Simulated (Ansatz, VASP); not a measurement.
# Cross-check of CsO between VASP and Ansatz, part 2 of 2

Aim: how closely do two programs agree when they are given the same cell, functional and k mesh? Of the first pair: The two relaxations start from unlike cells of this crystal (the structure described is Ansatz's start), so only their ends are compared.

VASP 6.6.1 and Ansatz 0.2.0.

So far: The structure; VASP: relaxation of cell and atoms, LDA, pair 1; Ansatz: relaxation of cell and atoms, LDA, pair 1; Comparison.

## 5. VASP: relaxation of cell and atoms, LDA, pair 2

Level of this step: LDA; plane waves and PAW (Cs_sv, O) (VASP).

The relaxed volume is the usual yardstick between codes: in a stiff, nearly cubic crystal its relative difference is about their pressure difference at one cell divided by the bulk modulus. Its start cell is another than that of the pair before, and may be another structure of the material.

The input, INCAR:

```
SYSTEM = CsO
PREC = Accurate
ENCUT = 600
EDIFF = 1E-07
NELM = 120
ISMEAR = 0
SIGMA = 0.02
LREAL = .FALSE.
ALGO = Normal
GGA = CA
NBANDS = 21
LORBIT = 11
LWAVE = .FALSE.
LCHARG = .FALSE.
ISIF = 3
IBRION = 2
NSW = 80
EDIFFG = -0.005
LASPH = .TRUE.
GGA_COMPAT = .FALSE.
NELMIN = 4
EFERMI = MIDGAP
KPAR = 2
```

The input, POSCAR:

```
CsO
1.0
   -2.0986100000      3.1137040000      3.6541930000
    2.0986100000     -3.1137040000      3.6541930000
    2.0986100000      3.1137040000     -3.6541930000
Cs O
2 2
Direct
    0.7477749533      0.7477749533      0.0000000000
    0.2522250467      0.2522250467      0.0000000000
    0.6173655235      0.0000000000      0.6173655235
    0.3826344765      0.0000000000      0.3826344765
```

The input, KPOINTS:

```
Automatic mesh
0
Gamma
8 8 8
0 0 0
```

Potentials, in the order of the species: Cs_sv and O (LDA family, release 64).

On the command line:

```bash
$ mpirun -np 2 vasp_std
```

Numbers of over 12 decimals in the logs are rounded to 6 here.

Output:

```text
[... set-up lines as in an earlier step ...]
 entering main loop
       N       E                     dE             d eps       ncg     rms          rms(c)
DAV:   1     0.212282193664E+03    0.21228E+03   -0.15299E+04  3990   0.142E+03
DAV:   2    -0.606646694357E+01   -0.21835E+03   -0.20868E+03  5620   0.257E+02
DAV:   3    -0.214105964281E+02   -0.15344E+02   -0.15277E+02  5140   0.762E+01
DAV:   4    -0.215541527665E+02   -0.14356E+00   -0.14349E+00  5299   0.799E+00
[...]
DAV:  14    -0.179810719346E+02    0.99359E-05   -0.82255E-05  4775   0.557E-02    0.286E-03
DAV:  15    -0.179810722944E+02   -0.35982E-06   -0.43941E-06  4733   0.133E-02    0.107E-03
DAV:  16    -0.179810723540E+02   -0.59602E-07   -0.27061E-07  4495   0.261E-03
   1 F= -.17981072E+02 E0= -.17981072E+02  d E =-.179811E+02
[... from here on, the cycles between the ionic steps are left out ...]
   2 F= -.17977462E+02 E0= -.17977462E+02  d E =0.361059E-02
   3 F= -.17983171E+02 E0= -.17983171E+02  d E =-.209889E-02
   4 F= -.17983409E+02 E0= -.17983409E+02  d E =-.237625E-03
   5 F= -.17983613E+02 E0= -.17983613E+02  d E =-.441769E-03
   6 F= -.17983634E+02 E0= -.17983634E+02  d E =-.462412E-03
   7 F= -.17983656E+02 E0= -.17983656E+02  d E =-.222618E-04
 trial-energy change:   -0.000022  1 .order   -0.000023   -0.000042   -0.000003
 step:   1.3824(harm=  1.3824)  dis= 0.00042  next Energy=   -17.983656 (dE=-0.227E-04)
 reached required accuracy - stopping structural energy minimisation
```

OUTCAR, selected parts (step 5):

```text
  Total        0.0032114     -0.0017188     -0.0051334      0.0000000      0.0000000      0.0000000
  in kB        0.0539067     -0.0288509     -0.0861697      0.0000000      0.0000000      0.0000000
  external PRESSURE =      -0.0203713 kB  Pullay stress =       0.0000000 kB

 POSITION                                       TOTAL-FORCE (eV/Angst)
 -----------------------------------------------------------------------------------
      0.00000      0.00000      5.47337        -0.000000      0.000000     -0.000508
      0.00000      0.00000      1.83779         0.000000      0.000000      0.000508
      0.00000      3.84329      0.00000         0.000000      0.000328     -0.000000
      0.00000      2.36821      0.00000        -0.000000     -0.000328     -0.000000
 -----------------------------------------------------------------------------------
    total drift:                                0.000000      0.000000     -0.000000

  FREE ENERGIE OF THE ION-ELECTRON SYSTEM (eV)
  ---------------------------------------------------
  free  energy   TOTEN  =       -17.9836559148 eV

  energy  without entropy=      -17.9836559148  energy(sigma->0) =      -17.98365591

[... 1 part as in an earlier step ...]

[... 3 further parts left out ...]
[key lines of the parts left out:]
E-fermi :   3.6299
```

## 6. Ansatz: relaxation of cell and atoms, LDA, pair 2

The same cell, functional (in two slightly different forms), mesh and smearing now go to Ansatz, which takes its cutoff from its data sets.

The cell is taken from a series of runs on this material, whose earlier steps may have relaxed, scaled, displaced or heated it; both programs get it as it stands.

The input, input.yaml:

```yaml
crystal:
  lattice:
    - [-2.0986103355, 3.1137037343, 3.6541930879]
    - [2.0986103355, -3.1137037343, 3.6541930879]
    - [2.0986103355, 3.1137037343, -3.6541930879]
  atoms:
    - { symbol: Cs, position: [0.7477749331, 0.7477749331, 0.0] }
    - { symbol: Cs, position: [0.2522250669, 0.2522250669, 0.0] }
    - { symbol: O, position: [0.6173655569, 0.0, 0.6173655569] }
    - { symbol: O, position: [0.3826344431, 0.0, 0.3826344431] }
kpoints:
  mp_grid: { grid: [8, 8, 8] }
hamiltonian:
  xc: lda
scf:
  occupations: { method: gaussian, width: 0.02 }
output:
  forces: true
  stress: true
  eigenvalues: true
relax:
  adjacent_minimum: "off"
  f_tol: 0.005
  max_steps: 80
  cell: { stress_tol: 0.05 }
```

On the command line:

```bash
$ ansatz run input.yaml --threads 4 --pin off --max-ram 7168MiB --backend cpu --events-out ev --progress --plain --runs-dir out
```

Output:

```text
[...]
Crystal: 4 atoms, lattice volume = 95.513 Å³
Basis set: ecut = 420 eV, 1861 PW (Γ)
Bands: 19, of which v1, the nominal top of the filled ones, is band 15 counted from 1 (14 counted from 0)
Symmetry: 8 space group operations
[...]
k-points: 95 of 512
[...]
--- Relaxed structure (4 steps of the walk, 4 accepted, 1 SCFs on fresh bases) ---
[...]
cell:  # Å, volume = 94.8578 Å³
    - [-2.093920, 3.103359, 3.649394]
    - [2.093920, -3.103359, 3.649394]
    - [2.093920, 3.103359, -3.649394]
  atoms:
    - { symbol: Cs, position: [0.748062, 0.748062, 0] }
    - { symbol: Cs, position: [0.251938, 0.251938, 0] }
    - { symbol: O, position: [0.617693, 0, 0.617693] }
    - { symbol: O, position: [0.382307, 0, 0.382307] }
[key lines of the parts left out:]
SCF converged after 5 iterations
Free energy (F): -12119.772335 eV
Fermi energy:    8.314219 eV
P = ⅓ Tr σ = -0.0179 GPa (-0.179 kbar)
```

## 7. Differences

The two programs side by side:

```tsv
quantity	Ansatz	VASP	difference
volume (Å³)	94.86	95.45	-0.62 %
edge a after relaxation, in the typed setting (Å)	5.228	5.237	-0.17 %
```

## 8. VASP: relaxation of cell and atoms, LDA, pair 3

The relaxed volume is the usual yardstick between codes: in a stiff, nearly cubic crystal its relative difference is about their pressure difference at one cell divided by the bulk modulus.

INCAR: that of step 5 with these lines changed.

```diff
@@ -6,3 +6,3 @@
 ISMEAR = 0
-SIGMA = 0.02
+SIGMA = 0.01
 LREAL = .FALSE.
```

The input, POSCAR:

```
CsO
1.0
   -2.0939200000      3.1033590000      3.6493940000
    2.0939200000     -3.1033590000      3.6493940000
    2.0939200000      3.1033590000     -3.6493940000
Cs O
2 2
Direct
    0.7480620070      0.7480620070      0.0000000000
    0.2519378560      0.2519378560      0.0000000000
    0.6176934412      0.0000000000      0.6176934412
    0.3823067199      0.0000000000      0.3823067199
```

KPOINTS is that of step 5.

On the command line:

```bash
$ mpirun -np 2 vasp_std
```

Output:

```text
[... set-up lines as in an earlier step ...]
 entering main loop
       N       E                     dE             d eps       ncg     rms          rms(c)
DAV:   1     0.215314464918E+03    0.21531E+03   -0.15362E+04  3990   0.142E+03
DAV:   2    -0.600042472140E+01   -0.22131E+03   -0.21226E+03  5701   0.257E+02
DAV:   3    -0.213983681650E+02   -0.15398E+02   -0.15336E+02  5088   0.764E+01
DAV:   4    -0.215444151940E+02   -0.14605E+00   -0.14596E+00  5267   0.810E+00
[...]
DAV:  14    -0.179801081200E+02    0.99361E-05   -0.82436E-05  4790   0.561E-02    0.291E-03
DAV:  15    -0.179801084635E+02   -0.34340E-06   -0.44573E-06  4710   0.135E-02    0.111E-03
DAV:  16    -0.179801085200E+02   -0.56589E-07   -0.25598E-07  4457   0.259E-03
   1 F= -.17980109E+02 E0= -.17980109E+02  d E =-.179801E+02
[... from here on, the cycles between the ionic steps are left out ...]
   2 F= -.17975799E+02 E0= -.17975799E+02  d E =0.430947E-02
   3 F= -.17982752E+02 E0= -.17982752E+02  d E =-.264327E-02
   4 F= -.17983022E+02 E0= -.17983022E+02  d E =-.270198E-03
   5 F= -.17983051E+02 E0= -.17983051E+02  d E =-.299247E-03
   6 F= -.17983078E+02 E0= -.17983078E+02  d E =-.268432E-04
   7 F= -.17983087E+02 E0= -.17983087E+02  d E =-.362306E-04
   8 F= -.17983099E+02 E0= -.17983099E+02  d E =-.115759E-04
   9 F= -.17983104E+02 E0= -.17983104E+02  d E =-.169320E-04
[...]
reached required accuracy - stopping structural energy minimisation
```

Parts of OUTCAR (step 8):

```text
  Total        0.0153575      0.0094229      0.0078002     -0.0000000      0.0000000      0.0000000
  in kB        0.2578821      0.1582282      0.1309812     -0.0000000      0.0000000      0.0000000
  external PRESSURE =       0.1823638 kB  Pullay stress =       0.0000000 kB

 POSITION                                       TOTAL-FORCE (eV/Angst)
 -----------------------------------------------------------------------------------
      0.00000      0.00000      5.47286        -0.000000      0.000000     -0.000659
      0.00000      0.00000      1.83728         0.000000     -0.000000      0.000659
      0.00000      3.84314      0.00000        -0.000000      0.002321     -0.000000
      0.00000      2.36813      0.00000         0.000000     -0.002321     -0.000000
 -----------------------------------------------------------------------------------
    total drift:                                0.000000     -0.001079      0.000441

  FREE ENERGIE OF THE ION-ELECTRON SYSTEM (eV)
  ---------------------------------------------------
  free  energy   TOTEN  =       -17.9831041981 eV

  energy  without entropy=      -17.9831041981  energy(sigma->0) =      -17.98310420

[... 2 parts as in an earlier step ...]

[... 2 further parts left out ...]
[key lines of the parts left out:]
E-fermi :   3.6323
```

## 9. Ansatz: relaxation of cell and atoms, LDA, pair 3

The same cell, functional (in two slightly different forms) and mesh now go to Ansatz, which takes its cutoff from its data sets.

The cell is taken from a series of runs on this material, whose earlier steps may have relaxed, scaled, displaced or heated it; both programs get it as it stands.

The input, input.yaml:

```yaml
crystal:
  lattice:
    - [-2.0939201984, 3.1033592094, 3.6493935178]
    - [2.0939201984, -3.1033592094, 3.6493935178]
    - [2.0939201984, 3.1033592094, -3.6493935178]
  atoms:
    - { symbol: Cs, position: [0.7480621677, 0.7480621677, 0.0] }
    - { symbol: Cs, position: [0.2519378323, 0.2519378323, 0.0] }
    - { symbol: O, position: [0.6176933229, 0.0, 0.6176933229] }
    - { symbol: O, position: [0.3823066771, 0.0, 0.3823066771] }
kpoints:
  mp_grid: { grid: [8, 8, 8] }
hamiltonian:
  xc: lda
scf:
  occupations: { method: fixed }
output:
  forces: true
  stress: true
  eigenvalues: true
relax:
  adjacent_minimum: "off"
  f_tol: 0.001
  max_steps: 60
  cell: { stress_tol: 0.01 }
```

On the command line:

```bash
$ ansatz run input.yaml --threads 4 --pin off --max-ram 7168MiB --backend cpu --events-out ev --progress --plain --runs-dir out
```

Output:

```text
[...]
Crystal: 4 atoms, lattice volume = 94.858 Å³
Basis set: ecut = 420 eV, 1849 PW (Γ)
Bands: 19, of which v1, the nominal top of the filled ones, is band 15 counted from 1 (14 counted from 0)
Symmetry: 8 space group operations
[...]
k-points: 95 of 512
[...]
--- Relaxed structure (8 steps of the walk, 7 accepted, 3 SCFs on fresh bases) ---
[...]
cell:  # Å, volume = 94.7840 Å³
    - [-2.092821, 3.103080, 3.648801]
    - [2.092821, -3.103080, 3.648801]
    - [2.092821, 3.103080, -3.648801]
  atoms:
    - { symbol: Cs, position: [0.748186, 0.748186, 0] }
    - { symbol: Cs, position: [0.251814, 0.251814, 0] }
    - { symbol: O, position: [0.617714, 0, 0.617714] }
    - { symbol: O, position: [0.382286, 0, 0.382286] }
[key lines of the parts left out:]
SCF converged after 5 iterations
Free energy (F): -12119.772317 eV
Fermi energy:    7.474070 eV
P = ⅓ Tr σ = 0.0008 GPa (0.008 kbar)
```

## 10. Comparison

What differs besides the data sets and the points named for the pairs above, as far as they apply: fixed occupations in Ansatz, narrow Gaussian smearing in VASP. Total energies have different zeros and are not compared.

Both answers:

```tsv
quantity	Ansatz	VASP	difference
volume (Å³)	94.78	95.41	-0.66 %
edge a after relaxation, in the typed setting (Å)	5.227	5.236	-0.18 %
```

## 11. Results

```json
{"difference in volume (relaxation of cell and atoms, LDA, pair 1)": "0.12 %", "difference in volume (relaxation of cell and atoms, LDA, pair 2)": "-0.62 %", "difference in volume (relaxation of cell and atoms, LDA, pair 3)": "-0.66 %"}
```

What this shows: The difference in volume is -0.66 % (relaxation of cell and atoms, LDA, pair 3), within the 1.2 % picked in this series as the mark of a large difference, as far as the stopping tolerances let one tell. How closely two codes agree says nothing of how well the functional describes the real material.

[Lines on the potential files, build, host, timing and source positions are cut from VASP's logs without a mark.]

[Logs are printed without paths, hosts, clocks, repeated set-up lines and the standing remarks that a program may print on its own settings, such as how far it seeks lower states.]

[Hosts, paths, dates, database ids (printed as entryN), source tags and the programs' standing remarks are cut or masked in the printed files.]
